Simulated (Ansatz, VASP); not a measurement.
# WSe2 in two plane-wave programs

Aim: how closely do two programs agree when they are given the same cell, functional and k mesh? The cell is taken from a series of runs on this material, whose earlier steps may have relaxed, scaled, displaced or heated it; both programs get it as it stands.

Calculated with Ansatz 0.2.0; plane waves, with VASP 6.6.1 beside it; G0W0 gap at LDA.

### Step 1. The starting structure

It takes space group P6_3/mmc (No. 194, hexagonal). The conventional cell has a = 3.290 Å, b = 3.290 Å, c = 12.970 Å, α = 90.00°, β = 90.00°, γ = 120.00°. W has 6 Se at 2.53 Å nearest. Nearest to Se lie 3 W at 2.53 Å. Farther neighbours and most contacts between anions are not listed.

### Step 2. Ansatz: G0W0 gap, LDA

Ansatz runs on its PAW soft_1 files.

Quasiparticle shifts depend on high empty states and on the cores, so they are the hardest test of two PAW sets.

Contents of input.yaml:

```yaml
crystal:
  lattice:
    - [3.29, 0.0, 0.0]
    - [-1.645, 2.8492235785, 0.0]
    - [0.0, 0.0, 12.97]
  atoms:
    - { symbol: W, position: [0.3333333333, 0.6666666667, 0.25] }
    - { symbol: W, position: [0.6666666667, 0.3333333333, 0.75] }
    - { symbol: Se, position: [0.3333333333, 0.6666666667, 0.621] }
    - { symbol: Se, position: [0.6666666667, 0.3333333333, 0.121] }
    - { symbol: Se, position: [0.3333333333, 0.6666666667, 0.879] }
    - { symbol: Se, position: [0.6666666667, 0.3333333333, 0.379] }
kpoints:
  mp_grid: { grid: [6, 6, 2] }
hamiltonian:
  xc: lda
  pseudopotentials: { kind: paw, azcp: { folder: soft_1 }, xc_functional: pbe }
scf:
  occupations: { method: fixed }
gw:
  n_empty_bands: 276
  ecut_chi: 100
  qp_bands: [v2, c2]
  qp_kpoints: band_edges
  screening: { model: contour_deformation }
```

Started as:

```sh
ansatz run input.yaml --threads 2 --pin off --max-ram 73728MiB --backend cuda --events-out ev --progress --plain --runs-dir out --devices 1 --max-vram 13GiB
```

Numbers of over 12 decimals in the logs are rounded to 6 here.

Output:

```text
GPUs: using 1 of 1 available (devices: 1).
Engine: ansatz 0.2.0, x86_64-unknown-linux-gnu
Pseudopotentials: kind: paw
Pseudopotential: W, paw, valence charge 14, recommended cutoff 420 eV (normal), soft_1/W.paw.azcp
Pseudopotential: Se, paw, valence charge 16, recommended cutoff 420 eV (normal), soft_1/Se.paw.azcp
Functional definition: SPW92
  exchange = slater_x
  correlation = pw_c
device memory: the entry about to start is reckoned to put 1.8 GiB on a device that reports 45.8 GiB free (of which the cap on the GPU budget leaves the run 13.0 GiB)
GPU FFT provider: cuFFT
GPU libraries: cuBLAS 13.8.2, cuFFT 12.4.0, cuSOLVER 12.3.4
Crystal: 6 atoms, lattice volume = 121.580 Å³
Basis set: ecut = 420 eV, 2419 PW (Γ)
Bands: 56, of which v1, the nominal top of the filled ones, is band 46 counted from 1 (45 counted from 0)
Symmetry: 24 space group operations
Space group: P63/mmc (ITA 194), of the structure as read, at distance tolerance 5.0e-5 Å
k-points: 14 of 72
Non-local potential: W, projectors of the file, l = 0: 3, l = 1: 2, l = 2: 2, l = 3: 1
Non-local potential: Se, projectors of the file, l = 0: 2, l = 1: 2, l = 2: 3, l = 3: 1
PAW form: soft (Blöchl's): semilocal exchange-correlation on the pseudo side does not see the compensation charge
PAW frozen core: W, regenerated for the run's functional, and the local potential with it (the file was generated under x = pbe(κ = 0.804, μ = 0.219515), c = pbe(β = 0.066725))
PAW frozen core: Se, regenerated for the run's functional, and the local potential with it (the file was generated under x = pbe(κ = 0.804, μ = 0.219515), c = pbe(β = 0.066725))
PAW one-centre angular grid: W, 590 points (default); XC on 64 Gauss nodes
PAW one-centre angular grid: Se, 590 points (default); XC on 64 Gauss nodes
Initial density: superposition of atomic densities (chi_scale 0.1, normalization cell, long waves kept (reshape's long-wave potential 0.04 eV rms))
Initial wavefunctions: pseudopotential atomic-orbital guess
GPU buffer pool allocated for 51840 grid points (all kernels)
GPU transforms: local potential and band sums: pruned to the plane-wave sphere, on 24×24×90
Functional: x = slater, c = lda
SCF iter   1: F=—  HF=-41799.219095 eV  |F-HF|=—  |Δ(HF+E_count)|=         —  Δρ=3.59e-2  dr2=5.85e0  ethr=3.10e-3  ⟨swp⟩=4.8  Hψ=2414  notcnv=0  defer=81
preconditioner: auto → Resta (q_TF=auto, 2.604 Å⁻¹)  ε∞=6.1  [insulator: Δε(μ)=0.849 eV  Ē_g=8.940 eV  n_scr=40 (ndim 8)  ℏωp=20.2 eV  f_vac=0.022  ε∞_Penn≈6.1]
SCF iter   2: F=—  HF=-41798.307240 eV  |F-HF|=—  |Δ(HF+E_count)|=   9.12e-1  Δρ=2.19e-2  dr2=8.11e-1  ethr=3.10e-3  ⟨swp⟩=2.0  Hψ=1066  notcnv=0  defer=58
SCF iter   3: F=—  HF=-41798.086709 eV  |F-HF|=—  |Δ(HF+E_count)|=   2.21e-1  Δρ=8.37e-3  dr2=2.58e-1  ethr=8.81e-4  ⟨swp⟩=2.1  Hψ=991  notcnv=0  defer=99
SCF iter   4: F=—  HF=-41798.030029 eV  |F-HF|=—  |Δ(HF+E_count)|=   5.67e-2  Δρ=2.20e-3  dr2=7.65e-3  ethr=2.81e-4  ⟨swp⟩=2.0  Hψ=980  notcnv=0  defer=101
SCF iter   5: F=—  HF=-41798.028506 eV  |F-HF|=—  |Δ(HF+E_count)|=   1.52e-3  Δρ=9.58e-4  dr2=1.70e-3  ethr=8.32e-6  ⟨swp⟩=2.0  Hψ=1473  notcnv=0  defer=110
SCF iter   6: F=—  HF=-41798.028277 eV  |F-HF|=—  |Δ(HF+E_count)|=   2.29e-4  Δρ=3.26e-4  dr2=1.36e-4  ethr=1.85e-6  ⟨swp⟩=2.0  Hψ=1377  notcnv=0  defer=110
SCF iter   7: F=—  HF=-41798.028322 eV  |F-HF|=—  |Δ(HF+E_count)|=   4.56e-5  Δρ=6.69e-5  dr2=6.18e-6  ethr=1.48e-7  ⟨swp⟩=2.0  Hψ=950  notcnv=0  defer=41
SCF iter   8: F=—  HF=-41798.028323 eV  |F-HF|=—  |Δ(HF+E_count)|=   7.94e-7  Δρ=2.23e-5  dr2=5.22e-7  ethr=6.71e-9  ⟨swp⟩=2.0  Hψ=1384  notcnv=0  defer=36
SCF iter   9: F=-41798.028324 eV  HF=-41798.028324 eV  |F-HF|=2.57e-9  |Δ(HF+E_count)|=   3.34e-7  Δρ=5.81e-6  dr2=2.39e-8  ethr=1.09e-10  ⟨swp⟩=10.2  Hψ=2707  notcnv=0
SCF 1 converged in 9 iterations: F = -41798.028324 eV  dr2 = 2.39e-8
  greatest PAW one-centre occupation: 1.000 electrons in one spin orbital (limit 2), on the Se atom at site 5 (counted from 0), in its partial waves of l = 2
device memory: the entry about to start is reckoned to put 2.2 GiB (of the 2.2 GiB reckoned in all, the device holds 0.1 GiB already) on a device that reports 45.7 GiB free (of which the cap on the GPU budget leaves the run 13.0 GiB)
NSCF: frozen V_eff on 14 k-points
the band table was solved once the SCF had ended and its energy, with any forces and stress, was formed, with the checks that follow a solve (2871 applications of the Hamiltonian). They found nothing against the state; the energy, forces and stress were not computed again (output.eigenvalues in the input reference)
device memory: the entry about to start is reckoned to put 3.0 GiB on a device that reports 45.1 GiB free (of which the cap on the GPU budget leaves the run 13.0 GiB)
NSCF: frozen V_eff on 14 k-points
G₀W₀ screening: q 1/14
[... further progress lines ...]
SCF converged after 9 iterations
Free energy (F): -41798.028324 eV
Harris-Foulkes:  -41798.028324 eV  (|F-HF|=2.57e-9)
Internal energy: -41798.028324 eV  (E = F + TS)
E sigma→0 (E₀):  -41798.028324 eV
Fermi energy:    12.239140 eV
--- Per-component energies (eV) ---
  E_band       = -1753.597355
  E_kinetic    = 1291.903235
  E_local      = -12254.195978  (includes V_loc(G=0)·N_el)
  E_nonlocal   = -1439.516669
  E_hartree    = 6293.858605
  E_xc         = -872.393714
  E_vxc        = -827.472359  (∫ρ·V_xc dr)
  E_paw        = -24832.273093  (= ΣΔE_a)
  E_vpaw       = -1112.030488  (= ΣTr[D̂ρ^β])
  E_aug_tail   = -0.001191  (compensation charges beyond the density's cutoff)
  E_ewald      = -9994.845457
  E_core_change = 9.435938  (= ΣΔE_core)
  E_smearing   = -0.000000  (= −TS)
  E_closure    = 0.000000  (closes the sum)
  Σ components = -41798.028324   (vs F -41798.028324, Δ=0.00e0)
--- Band table (eV; the first three rows and the last of 14) ---
  k-point 0: bands = [... 42 lower, 10.7414, 11.1127, 11.2145, 12.2391, 14.8667, 14.8667, 14.9178, 14.9178, ... 6 higher]
  k-point 1: bands = [... 42 lower, 10.7140, 10.7140, 12.0290, 12.0290, 14.8726, 14.8726, 14.8726, 14.8726, ... 6 higher]
  k-point 2: bands = [... 42 lower, 10.4155, 11.1428, 11.2307, 11.5689, 13.8427, 14.3751, 14.4869, 14.5503, ... 6 higher]
  k-point 13: bands = [... 42 lower, 9.5279, 9.5279, 11.8858, 11.8858, 13.5401, 13.5401, 14.6161, 14.6161, ... 6 higher]
--- G₀W₀: contour deformation, 7 samples at zero and on the imaginary axis and 1 off it, 72 q-points, 276 empty bands' worth ---
  eigenvalues of the whole cell's RPA ε∞ on this k-mesh (on a slab, of 1 + 4πα/V) = 7.4940, 15.7481, 15.7481; static W/v taken at q = 0 is 0.067014
  bands read: the sum over 322 bands ends inside a degenerate multiplet in 1 slot, whose members it reads at an even weight; the widest, k=1: bands 321 to 324 (counted from 1) at 2/4 each
  gw.qp_kpoints: band_edges: 11 of 14 stored k-points solved, in 1 pass; an edge of the gap read off the rows below is read off those points alone
    valence top: of the k-points left out ik 7 came nearest to being solved in a further pass, in band 45 (counted from 1, as in the quasiparticle table): it holds the edge there only if its correction is more favourable than any solved in that band by at least 1.239 eV; those differ by 0.343 eV
    conduction bottom: of the k-points left out ik 4 came nearest to being solved in a further pass, in band 47 (counted from 1, as in the quasiparticle table): it holds the edge there only if its correction is more favourable than any solved in that band by at least 0.581 eV; those differ by 0.187 eV
    ik  band        ε_KS         Σx   Σc(E_QP)       V_xc       Z   E_QP_lin       E_QP  E_QP is
     0    45     11.2145   -18.1554     1.7132   -16.2724  0.7686    11.0443    11.0448  root
     0    46     12.2391   -19.3926     0.4675   -19.1321  0.7538    12.4457    12.4461  root
     0    47     14.8667   -13.9155    -4.0888   -18.5872  0.7554    15.4571    15.4496  root
     0    48     14.8667   -13.9155    -4.0888   -18.5872  0.7554    15.4571    15.4496  root
     1    45     12.0290   -19.0920     0.7073   -18.5258  0.7557    12.1699    12.1702  root
     1    46     12.0290   -19.0920     0.7073   -18.5258  0.7557    12.1699    12.1702  root
     1    47     14.8726   -13.8742    -4.0760   -18.5227  0.7544    15.4524    15.4450  root
     1    48     14.8726   -13.8742    -4.0760   -18.5227  0.7544    15.4524    15.4450  root
     2    45     11.2307   -18.2361     1.6983   -16.3840  0.7681    11.0766    11.0769  root
     2    46     11.5689   -19.1008     0.8332   -18.4337  0.7502    11.7346    11.7349  root
     2    47     13.8427   -13.3659    -3.8598   -17.7570  0.7602    14.3790    14.3739  root
     2    48     14.3751   -14.0475    -4.1834   -18.8832  0.7628    15.0357    15.0273  root
     3    45     11.5286   -19.0485     0.9466   -18.2335  0.7517    11.6600    11.6603  root
     3    46     11.5286   -19.0485     0.9466   -18.2335  0.7517    11.6600    11.6603  root
     3    47     14.1323   -13.7818    -3.9683   -18.3079  0.7572    14.6964    14.6901  root
     3    48     14.1323   -13.7818    -3.9683   -18.3079  0.7572    14.6964    14.6901  root
     6    45     10.9861   -17.9755     1.2866   -16.7045  0.7519    11.0018    11.0018  root
     6    46     11.1606   -18.5445     1.6382   -16.8081  0.7653    11.0622    11.0624  root
     6    47     14.3333   -16.5157    -4.6082   -21.8073  0.7294    15.0296    15.0168  root
     6    48     14.3737   -16.4732    -4.6368   -21.7903  0.7286    15.0670    15.0540  root
     8    45     11.0952   -19.3614     1.1579   -18.3528  0.7421    11.2442    11.2446  root
     8    46     11.1379   -19.4459     1.1625   -18.4214  0.7448    11.2756    11.2759  root
     8    47     13.1611   -13.0509    -3.5961   -17.1429  0.7652    13.6605    13.6571  root
     8    48     14.0793   -14.1798    -4.0628   -18.8012  0.7491    14.6446    14.6378  root
[...]
12    45     11.7784   -18.1645     0.5241   -17.7968  0.7524    11.9346    11.9348  root
    12    46     12.0305   -18.8090     0.3995   -18.6030  0.7526    12.2237    12.2241  root
    12    47     13.5401   -15.5628    -3.8949   -20.0701  0.7469    14.1590    14.1524  root
    12    48     13.5401   -15.5628    -3.8949   -20.0701  0.7469    14.1590    14.1524  root
    13    45     11.8858   -18.3841     0.4560   -18.1012  0.7528    12.0585    12.0588  root
    13    46     11.8858   -18.3841     0.4560   -18.1012  0.7528    12.0585    12.0588  root
    13    47     13.5401   -15.5599    -3.8948   -20.0670  0.7469    14.1590    14.1524  root
    13    48     13.5401   -15.5599    -3.8948   -20.0670  0.7469    14.1590    14.1524  root
```

In the SCF lines HF is the Harris–Foulkes energy and dr2 the Hartree energy of the density residual, in eV; the loop may stop once dr2 is under the threshold and the program's other checks hold. Hψ counts applications of the Hamiltonian.

[end of part 1 of 2]

[Lines on the potential files, build, host, timing and source positions are cut from VASP's logs without a mark.]

[Logs are printed without paths, hosts, clocks, repeated set-up lines and the standing remarks that a program may print on its own settings, such as how far it seeks lower states.]

[Hosts, paths, dates, database ids (printed as entryN), source tags and the programs' standing remarks are cut or masked in the printed files.]
